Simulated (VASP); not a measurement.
VASP input:

**KPOINTS**
```
Automatic
0
gamma
 9 9 9
```

### INCAR
```
SYSTEM = BP
PREC = Accurate
ENCUT = 520
EDIFF = 1E-6
NELM = 100
ALGO = Normal
LREAL = .FALSE.
LASPH = .TRUE.
ISMEAR = 0
SIGMA = 0.05
LWAVE = .FALSE.
LCHARG = .FALSE.
IBRION = 2
ISIF = 3
NSW = 60
EDIFFG = -0.01
```

### POSCAR
```
BP
1
    0.0000000000     2.2700000000     2.2700000000
    2.2700000000     0.0000000000     2.2700000000
    2.2700000000     2.2700000000     0.0000000000
B P
1 1
Direct
  0.0000000000   0.0000000000   0.0000000000
  0.2500000000   0.2500000000   0.2500000000
```

POTCAR, in this order: B P (LDA.64 set). Program: vasp_std.

Task: Translate this LDA calculation to Quantum ESPRESSO's pw.x.

Result: One equivalent input (not run):
```
&CONTROL
  calculation = 'vc-relax'
  pseudo_dir = './pseudo'
  outdir = './out'
  tprnfor = .true.
  tstress = .true.
  nstep = 60
  forc_conv_thr = 0.00039
/
&SYSTEM
  ibrav = 0
  nat = 2
  ntyp = 2
  ecutwfc = 76
  occupations = 'smearing'
  smearing = 'gaussian'
  degauss = 0.003675
  input_dft = 'pz'
/
&ELECTRONS
  conv_thr = 7.3e-08
  electron_maxstep = 100
/
&IONS
/
&CELL
/
ATOMIC_SPECIES
  B 10.810 B.upf
  P 30.974 P.upf
CELL_PARAMETERS angstrom
     0.0000000    2.2700000    2.2700000
     2.2700000    0.0000000    2.2700000
     2.2700000    2.2700000    0.0000000
ATOMIC_POSITIONS crystal
  B    0.0000000  0.0000000  0.0000000
  P    0.2500000  0.2500000  0.2500000
K_POINTS automatic
  9 9 9 0 0 0
```
The two are equivalent in intent, not identical: the potentials are each code's own (VASP's PAW set, PseudoDojo norm-conserving files in pw.x), so ENCUT and ecutwfc are chosen apart and not converted; conv_thr bounds pw.x's estimated SCF error, while EDIFF bounds the energy change between steps; forc_conv_thr acts on force components and is met together with etot_conv_thr.

The compound is BP in the zinc blende structure. This run relaxes it. Symmetry was kept, so distortions that lower it aren't found.
